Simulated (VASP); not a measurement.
Level of theory: PBE GGA, VASP's PBE PAW potentials (set 64) (plane waves; VASP).

A VASP calculation is set up with these files.

### INCAR
```
ISMEAR = 1   # Methfessel-Paxton
ALGO = Normal   # blocked Davidson
NELMIN = 4
LDIPOL = .TRUE.
NELM = 100   # most electronic steps
LASPH = .TRUE.   # aspherical one-centre terms
GGA = PE   # PBE
LMAXMIX = 4   # l cut-off of mixed one-centre charges
SIGMA = 0.1
LORBIT = 11   # lm-projected
ISPIN = 2   # spin-polarised
MAGMOM = 16*2.5 0.0
IDIPOL = 3
DIPOL = 0.5 0.5 0.5
SYSTEM = Fe16S
EDIFF = 1E-6   # SCF stop (eV)
LWAVE = .FALSE.
LREAL = .FALSE.
PREC = Normal
LVHAR = .TRUE.
LCHARG = .FALSE.
ENCUT = 400
```

File KPOINTS:
```
Regular mesh
0
G
  6 7 1
0 0 0
```

File POSCAR:
```
Fe16S
19.8343290
  0.2857400460   0.0000000000   0.0000000000
  0.1428700230   0.2020487280   0.0000000000
  0.0000000000   0.0000000000   1.0000000087
Fe S
16 1
Cartesian
  0.2856584341   0.1008358352   0.3477001294
  0.1429516350   0.1008358352   0.3477001294
  0.3571750576   0.2018581691   0.3475131187
  0.2143050345   0.2018799385   0.3471271627
  0.0002632725   0.0000949565   0.4478416797
  0.1426067505   0.0000949565   0.4478416797
  0.3571750576   0.1011718519   0.4487549644
  0.2143050345   0.1011378322   0.4486869130
  0.2857469409   0.1026491724   0.5516430466
  0.1428631282   0.1026491724   0.5516430466
  0.2143050345   0.0014697591   0.5495916570
  0.0714350115   0.0015632167   0.5507361782
  0.2808432716   0.0027197667   0.6498816979
  0.1477667975   0.0027197667   0.6498816979
  0.3571750575   0.1027567979   0.6531387456
  0.2143050345   0.1058917298   0.6539431588
  0.0714350115   0.0072197022   0.7286990701
```

POTCAR, in this order: Fe S (PBE.64 set). Program: vasp_std. Read from the step before: WAVECAR.

The resulting files:

File OUTCAR:
```
 ion  position               nearest neighbor table
   1  0.750  0.499  0.348-   8 2.45   3 2.45   4 2.45   4 2.45   3 2.45   7 2.46   5 2.82   6 2.83
                             2 2.83   2 2.84
   2  0.251  0.499  0.348-   8 2.45   3 2.45   4 2.45   4 2.45   3 2.45   7 2.46   6 2.82   5 2.83
                             1 2.83   1 2.84
   3  0.750  0.999  0.348-   5 2.45   6 2.45   1 2.45   2 2.45   2 2.45   1 2.45   7 2.83   4 2.83
                             4 2.83   8 2.84
   4  0.250  0.999  0.347-   6 2.45   5 2.45   1 2.45   2 2.45   2 2.45   1 2.45   3 2.83   3 2.83
                             8 2.84   7 2.85
   5  0.001  0.000  0.448-   3 2.45   4 2.45   8 2.45   7 2.45   7 2.46   8 2.46  11 2.47  12 2.48
                             1 2.82   6 2.82   2 2.83   6 2.84  10 2.85   9 2.89
   6  0.499  0.000  0.448-   3 2.45   4 2.45   8 2.45   7 2.45   7 2.46   8 2.46  11 2.47  12 2.48
                             2 2.82   5 2.82   1 2.83   5 2.84   9 2.85  10 2.89
   7  1.000  0.501  0.449-   6 2.45   5 2.45   2 2.46   1 2.46   5 2.46   6 2.46  10 2.48   9 2.48
                            12 2.83   3 2.83   8 2.83   8 2.83   4 2.85  11 2.85
   8  0.500  0.501  0.449-   6 2.45   5 2.45   1 2.45   2 2.45   5 2.46   6 2.46   9 2.49  10 2.49
                            11 2.81   7 2.83   7 2.83   4 2.84   3 2.84  12 2.87
   9  0.746  0.508  0.552-  11 2.45  12 2.45  12 2.46  11 2.46  15 2.46  16 2.48   7 2.48   8 2.49
                            13 2.78  14 2.81  10 2.83  10 2.83   6 2.85   5 2.89
  10  0.246  0.508  0.552-  11 2.45  12 2.45  12 2.46  11 2.46  15 2.46  16 2.48   7 2.48   8 2.49
                            14 2.78  13 2.81   9 2.83   9 2.83   5 2.85   6 2.89
  11  0.746  0.007  0.550-  13 2.39  14 2.39  10 2.45   9 2.45   9 2.46  10 2.46   5 2.47   6 2.47
                             8 2.81  12 2.83  12 2.83   7 2.85  15 2.87  16 2.93
  12  0.246  0.008  0.551-   9 2.45  10 2.45  10 2.46   9 2.46   6 2.48   5 2.48  14 2.48  13 2.48
                            16 2.82   7 2.83  11 2.83  11 2.83  15 2.86   8 2.87
  13  0.976  0.013  0.650-  17 2.18  11 2.39  15 2.42  16 2.44  16 2.48  12 2.48  15 2.50  14 2.64
                             9 2.78  10 2.81  14 3.03
  14  0.510  0.013  0.650-  17 2.18  11 2.39  15 2.42  16 2.44  16 2.48  12 2.48  15 2.50  13 2.64
                            10 2.78   9 2.81  13 3.03
  15  0.996  0.509  0.653-  17 2.42  14 2.42  13 2.42  10 2.46   9 2.46  13 2.50  14 2.50  16 2.83
                            16 2.83  12 2.86  11 2.87
  16  0.488  0.524  0.654-  14 2.44  13 2.44  10 2.48   9 2.48  13 2.48  14 2.48  17 2.53  12 2.82
                            15 2.83  15 2.83  11 2.93
  17  0.232  0.036  0.729-  13 2.18  14 2.18  15 2.42  16 2.53
  LATTYP: Found a base centered orthorhombic cell.
 ALAT       =     5.6674620816
 B/A-ratio  =     1.4142135888
 C/A-ratio  =     3.4996844948
 Subroutine PRICEL returns:
 Original cell was already a primitive cell.
 Subroutine GETGRP returns: Found  2 space group operations
The static configuration has the point symmetry C_1 .
 The point group associated with its full space group is C_1h.
The dynamic configuration has the point symmetry C_1 .
The overall configuration has the point symmetry C_1 .
 Subroutine INISYM returns: Found  2 space group operations
 Subroutine IBZKPT returns following result:
 Found     22 irreducible k-points:

 Following reciprocal coordinates:
            Coordinates               Weight
  0.000000  0.000000  0.000000      1.000000
  0.166667 -0.000000  0.000000      2.000000
  0.333333 -0.000000  0.000000      2.000000
  0.500000 -0.000000  0.000000      1.000000
  0.000000  0.142857  0.000000      2.000000
  0.166667  0.142857  0.000000      2.000000
  0.333333  0.142857  0.000000      2.000000
  0.500000  0.142857  0.000000      2.000000
 -0.333333  0.142857  0.000000      2.000000
 -0.166667  0.142857  0.000000      2.000000
  0.000000  0.285714  0.000000      2.000000
  0.166667  0.285714  0.000000      2.000000
  0.333333  0.285714  0.000000      2.000000
  0.500000  0.285714  0.000000      2.000000
 -0.333333  0.285714  0.000000      2.000000
 -0.166667  0.285714  0.000000      2.000000
  0.000000  0.428571  0.000000      2.000000
  0.166667  0.428571  0.000000      2.000000
  0.333333  0.428571  0.000000      2.000000
  0.500000  0.428571  0.000000      2.000000
 -0.333333  0.428571  0.000000      2.000000
 -0.166667  0.428571  0.000000      2.000000
   k-points           NKPTS =     22   k-points in BZ     NKDIM =     22   number of bands    NBANDS=    100
   number of dos      NEDOS =    301   number of ions     NIONS =     17
...
```

OSZICAR:
```
       N       E                     dE             d eps       ncg     rms          rms(c)
DAV:   1    -0.131829877138E+03   -0.13183E+03   -0.13892E-01 16992   0.350E+00    0.240E+00
DAV:   2    -0.143245207316E+03   -0.11415E+02   -0.19112E+01 14540   0.565E+01    0.443E+01
DAV:   3    -0.131744636241E+03    0.11501E+02   -0.25467E+01 13704   0.421E+01    0.322E+00
DAV:   4    -0.131793455599E+03   -0.48819E-01   -0.49073E-01 13088   0.623E+00    0.230E+00
DAV:   5    -0.131777241954E+03    0.16214E-01   -0.12556E-01  9820   0.416E+00    0.706E-01
DAV:   6    -0.131783219089E+03   -0.59771E-02   -0.43311E-02 11724   0.230E+00    0.116E+00
DAV:   7    -0.131778393823E+03    0.48253E-02   -0.16633E-02 10004   0.165E+00    0.423E-01
DAV:   8    -0.131778009268E+03    0.38456E-03   -0.51835E-03  9940   0.886E-01    0.383E-01
DAV:   9    -0.131777556730E+03    0.45254E-03   -0.12802E-03  9836   0.509E-01    0.178E-01
DAV:  10    -0.131777713388E+03   -0.15666E-03   -0.18446E-04 10704   0.114E-01    0.173E-01
DAV:  11    -0.131777796165E+03   -0.82776E-04   -0.57609E-05  9756   0.111E-01    0.166E-01
DAV:  12    -0.131778086677E+03   -0.29051E-03   -0.99266E-05 11820   0.135E-01    0.153E-01
DAV:  13    -0.131778212248E+03   -0.12557E-03   -0.16391E-04 12488   0.193E-01    0.135E-01
DAV:  14    -0.131778149246E+03    0.63002E-04   -0.17765E-04 12484   0.177E-01    0.718E-02
DAV:  15    -0.131778039018E+03    0.11023E-03   -0.80975E-05 13484   0.952E-02    0.550E-02
DAV:  16    -0.131778018965E+03    0.20053E-04   -0.22120E-05 10776   0.623E-02    0.376E-02
DAV:  17    -0.131778033016E+03   -0.14052E-04   -0.76114E-06 10060   0.272E-02    0.323E-02
DAV:  18    -0.131778069468E+03   -0.36452E-04   -0.10731E-05 10672   0.441E-02    0.329E-02
DAV:  19    -0.131778095506E+03   -0.26037E-04   -0.99344E-06 10072   0.435E-02    0.200E-02
DAV:  20    -0.131778115964E+03   -0.20458E-04   -0.32679E-06  8304   0.202E-02    0.156E-02
DAV:  21    -0.131778126833E+03   -0.10869E-04   -0.19913E-06  6120   0.202E-02    0.117E-02
DAV:  22    -0.131778167400E+03   -0.40567E-04   -0.24684E-06  7888   0.104E-02    0.775E-03
DAV:  23    -0.131778187817E+03   -0.20417E-04   -0.11318E-06  6900   0.133E-02    0.101E-02
DAV:  24    -0.131778203790E+03   -0.15973E-04   -0.11203E-06  7232   0.142E-02    0.829E-03
DAV:  25    -0.131778216151E+03   -0.12361E-04   -0.51570E-07  6216   0.742E-03    0.724E-03
DAV:  26    -0.131778229208E+03   -0.13057E-04   -0.80903E-07  7204   0.777E-03    0.533E-03
DAV:  27    -0.131778232283E+03   -0.30746E-05   -0.46195E-07  5872   0.786E-03    0.393E-03
DAV:  28    -0.131778233456E+03   -0.11736E-05   -0.50023E-07  6556   0.479E-03    0.210E-03
DAV:  29    -0.131778232637E+03    0.81883E-06   -0.26850E-07  5672   0.268E-03
   1 F= -.13177823E+03 E0= -.13177983E+03  d E =0.479440E-02  mag=    38.8104
```

File OUTCAR:
```
------------------------ aborting loop because EDIFF is reached ----------------------------------------
  FORCE on cell =-STRESS in cart. coord.  units (eV):
  Direction    XX          YY          ZZ          XY          YZ          ZX
  --------------------------------------------------------------------------------------
  Total       -2.4960204     -3.5187376     -0.8023761      0.0000000     -0.5772281      0.0000000
  in kB       -8.8772600    -12.5146206     -2.8537031      0.0000000     -2.0529495      0.0000000
  external PRESSURE =      -8.0818612 kB  Pullay stress =       0.0000000 kB
  volume of cell :      450.48
      direct lattice vectors                 reciprocal lattice vectors
     5.667462082  0.000000000  0.000000000     0.176445821 -0.124766034  0.000000000
     2.833731041  4.007500945  0.000000000     0.000000000  0.249532068  0.000000000
     0.000000000  0.000000000 19.834329172     0.000000000  0.000000000  0.050417637
 POSITION                                       TOTAL-FORCE (eV/Angst)
 -----------------------------------------------------------------------------------
      5.66584      2.00001      6.89640         0.001616      0.003077      0.014363
      2.83535      2.00001      6.89640        -0.001616      0.003077      0.014363
      7.08433      4.00372      6.89269        -0.000000      0.002851      0.013781
      4.25060      4.00415      6.88503        -0.000000      0.006012     -0.002087
      0.00522      0.00188      8.88264        -0.023270      0.026623      0.014818
      2.82851      0.00188      8.88264         0.023270      0.026623      0.014818
      7.08433      2.00668      8.90075        -0.000000      0.056563     -0.017474
      4.25060      2.00600      8.89940        -0.000000      0.000464     -0.005419
      5.66760      2.03598     10.94147        -0.017882     -0.020857     -0.024491
      2.83359      2.03598     10.94147         0.017882     -0.020857     -0.024491
      4.25060      0.02915     10.90078        -0.000000      0.013379      0.013717
      1.41687      0.03101     10.92348        -0.000000      0.001059     -0.027813
      5.57034      0.05394     12.88997         0.000846     -0.004468     -0.002635
      2.93086      0.05394     12.88997        -0.000846     -0.004468     -0.002635
      7.08433      2.03811     12.95457        -0.000000     -0.055414      0.007452
      4.25060      2.10029     12.97052        -0.000000      0.038666      0.018254
      1.41687      0.14320     14.45326         0.000000     -0.072330     -0.004522
 -----------------------------------------------------------------------------------
    total drift:                                0.000471     -0.008346      0.000012
  FREE ENERGIE OF THE ION-ELECTRON SYSTEM (eV)
  ---------------------------------------------------
  free  energy   TOTEN  =      -131.7782326373 eV

  energy  without entropy=     -131.7830270392  energy(sigma->0) =     -131.77983077

 total charge

# of ion       s       p       d       tot
------------------------------------------
    1        0.477   0.399   6.215   7.091
    2        0.477   0.399   6.215   7.091
    3        0.477   0.397   6.220   7.095
    4        0.478   0.397   6.218   7.092
    5        0.482   0.526   6.249   7.257
    6        0.482   0.526   6.249   7.257
    7        0.479   0.526   6.243   7.249
    8        0.480   0.526   6.244   7.250
    9        0.479   0.525   6.239   7.243
   10        0.479   0.525   6.239   7.243
   11        0.495   0.543   6.253   7.291
   12        0.477   0.524   6.232   7.233
   13        0.489   0.535   6.288   7.312
   14        0.489   0.535   6.288   7.312
   15        0.456   0.453   6.222   7.132
   16        0.449   0.429   6.205   7.083
   17        1.352   2.329   0.000   3.680
--------------------------------------------------
tot          8.998  10.096  99.820 118.913

 magnetization (x)

# of ion       s       p       d       tot
------------------------------------------
    1       -0.004  -0.014   2.597   2.579
    2       -0.004  -0.014   2.597   2.579
    3       -0.006  -0.015   2.582   2.561
    4       -0.004  -0.013   2.608   2.591
    5       -0.015  -0.057   2.432   2.360
    6       -0.015  -0.057   2.432   2.360
    7       -0.015  -0.054   2.438   2.368
    8       -0.015  -0.054   2.426   2.356
    9       -0.012  -0.054   2.424   2.358
   10       -0.012  -0.054   2.424   2.358
   11       -0.010  -0.057   2.298   2.232
   12       -0.015  -0.055   2.474   2.404
   13       -0.005  -0.024   2.153   2.124
   14       -0.005  -0.024   2.153   2.124
   15       -0.007  -0.016   2.476   2.454
   16       -0.006  -0.013   2.616   2.597
   17        0.001  -0.019   0.000  -0.018
--------------------------------------------------
tot         -0.150  -0.592  39.130  38.388
```
(Selected blocks of OUTCAR.)

The run did not end as a converged relaxation.  The moments were started parallel, and other spin orders were not tried in this run.

The cell is a thin slab with vacuum, built from Fe (bcc): (110) face, S adsorbed.
